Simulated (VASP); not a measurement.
Computed with revPBE GGA, VASP's PBE PAW potentials (set 64) (plane waves; VASP).

VASP ran on this input.

### KPOINTS
```
Automatic mesh
0
gamma
6 6 6
```

**INCAR**
```
SYSTEM=KBr
PREC=Accurate; ENCUT=520; LREAL=F
LASPH=T
EDIFF=1E-6; NELM=100; ALGO=Normal
LMAXMIX=4
ISMEAR=0; SIGMA=0.05
GGA=RE
IBRION=2; NSW=60; ISIF=3
EDIFFG=-0.01
LWAVE=F; LCHARG=F
```

### POSCAR
```
KBr
1
   -0.0000000000     3.4465791079     3.4465791079
    3.4465791079     0.0000000000     3.4465791079
    3.4465791079     3.4465791079     0.0000000000
K Br
1 1
Direct
  0.0000000000   1.0000000000   0.0000000000
  0.5000000000   0.5000000000   0.5000000000
```

POTCAR, in this order: K_sv Br (PBE.64 set). Program: vasp_std.

Output of the run:

### OSZICAR
```
       N       E                     dE             d eps       ncg     rms          rms(c)
DAV:   1     0.107003578183E+03    0.10700E+03   -0.67642E+03   384   0.114E+03
DAV:   2     0.141123698383E+01   -0.10559E+03   -0.97274E+02   496   0.265E+02
DAV:   3    -0.578846664252E+01   -0.71997E+01   -0.71656E+01   484   0.643E+01
DAV:   4    -0.610420795167E+01   -0.31574E+00   -0.31548E+00   708   0.116E+01
DAV:   5    -0.610483327233E+01   -0.62532E-03   -0.62531E-03   492   0.598E-01    0.252E+00
DAV:   6    -0.590168453525E+01    0.20315E+00   -0.33420E-01   476   0.291E+00    0.176E+00
DAV:   7    -0.589676041961E+01    0.49241E-02   -0.17950E-01   480   0.248E+00    0.879E-01
DAV:   8    -0.591732001075E+01   -0.20560E-01   -0.28172E-02   448   0.138E+00    0.145E-01
DAV:   9    -0.591908037461E+01   -0.17604E-02   -0.20541E-03   504   0.318E-01    0.102E-01
DAV:  10    -0.592009631649E+01   -0.10159E-02   -0.15294E-03   440   0.292E-01    0.264E-02
DAV:  11    -0.592011452307E+01   -0.18207E-04   -0.56788E-05   560   0.464E-02    0.849E-03
DAV:  12    -0.592012808733E+01   -0.13564E-04   -0.16381E-05   444   0.340E-02    0.680E-03
DAV:  13    -0.592012986993E+01   -0.17826E-05   -0.30804E-06   504   0.117E-02    0.142E-03
DAV:  14    -0.592013034776E+01   -0.47783E-06   -0.12042E-06   440   0.860E-03
   1 F= -.59201303E+01 E0= -.59201303E+01  d E =-.592013E+01
```

### OUTCAR
```
------------------------ aborting loop because EDIFF is reached ----------------------------------------
  FORCE on cell =-STRESS in cart. coord.  units (eV):
  Direction    XX          YY          ZZ          XY          YZ          ZX
  --------------------------------------------------------------------------------------
  Total        0.0054220      0.0054220      0.0054220      0.0000000      0.0000000      0.0000000
  in kB        0.1060900      0.1060900      0.1060900      0.0000000      0.0000000      0.0000000
  external PRESSURE =       0.1060900 kB  Pullay stress =       0.0000000 kB
  volume of cell :       81.88
      direct lattice vectors                 reciprocal lattice vectors
     0.000000000  3.446579108  3.446579108    -0.145071384  0.145071384  0.145071384
     3.446579108  0.000000000  3.446579108     0.145071384 -0.145071384  0.145071384
     3.446579108  3.446579108  0.000000000     0.145071384  0.145071384 -0.145071384
  FREE ENERGIE OF THE ION-ELECTRON SYSTEM (eV)
  ---------------------------------------------------
  free  energy   TOTEN  =        -5.9201303478 eV

  energy  without entropy=       -5.9201303478  energy(sigma->0) =       -5.92013035

 reached required accuracy - stopping structural energy minimisation
```
(Selected blocks of OUTCAR.)

**OUTCAR**
```
 val. band max:       -2.0943092711   @ k =   0.0000   0.0000   0.0000

 cond. band min:       2.3075933961   @ k =   0.0000   0.0000   0.0000


 Fermi energy:        -1.8381708092

 k-point     1 :       0.0000    0.0000    0.0000
  band No.  band energies     occupation
      1     -30.2755      2.00000
      2     -14.2099      2.00000
      3     -13.7088      2.00000
      4     -13.7088      2.00000
      5     -13.7088      2.00000
      6      -2.0943      2.00000
      7      -2.0943      2.00000
      8      -2.0943      2.00000
      9       2.3076      0.00000
     10       5.6189      0.00000
     11       5.6189      0.00000
     12       5.6189      0.00000

 k-point     2 :       0.1667    0.0000    0.0000
  band No.  band energies     occupation
      1     -30.2748      2.00000
      2     -14.2682      2.00000
      3     -13.7097      2.00000
      4     -13.7097      2.00000
      5     -13.6392      2.00000
      6      -2.3657      2.00000
      7      -2.1553      2.00000
      8      -2.1553      2.00000
      9       2.8708      0.00000
     10       5.4817      0.00000
     11       5.9001      0.00000
     12       5.9001      0.00000

 k-point     3 :       0.3333    0.0000    0.0000
  band No.  band energies     occupation
      1     -30.2736      2.00000
      2     -14.3567      2.00000
      3     -13.7115      2.00000
      4     -13.7115      2.00000
      5     -13.5278      2.00000
      6      -2.8060      2.00000
      7      -2.2716      2.00000
      8      -2.2716      2.00000
      9       3.9692      0.00000
     10       5.5509      0.00000
     11       6.6487      0.00000
     12       6.6487      0.00000

 k-point     4 :       0.5000    0.0000    0.0000
  band No.  band energies     occupation
      1     -30.2729      2.00000
      2     -14.3931      2.00000
      3     -13.7124      2.00000
      4     -13.7124      2.00000
      5     -13.4798      2.00000
      6      -2.9935      2.00000
...
```

The compound is KBr in the rock salt structure. It was relaxed first, which changed the volume by +14 %. The start is the result of an earlier pass.
